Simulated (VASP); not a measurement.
Data:

```
BN
1.0
    0.00000     1.80380     1.80380
    1.80380     0.00000     1.80380
    1.80380     1.80380     0.00000
B N
1 1
Direct
  0.00000   0.00000   0.00000
  0.75000   0.75000   0.75000
```

Calculation: PBEsol GGA, VASP's PBE PAW potentials (set 64) (plane waves; VASP 6.6.1). Settings: 520 eV cut-off, 14×14×14 Γ-centred mesh, tetrahedra with Blöchl corrections, potentials B N.

Task: The job: BN (space group F-43m), 2 atoms, PBEsol, static run, 520 eV, 14×14×14 Γ-centred mesh. Roughly how much core time does it take on a busy server core?

Result: About 20 core-seconds (one run on a shared machine, a rough figure). It had 104 irreducible k-points, 8 bands, up to 332 plane waves and 12 electronic steps.

The structure comes from a computed database's BN entry (F-43m); how it stands against other phases isn't given here. It was relaxed first.
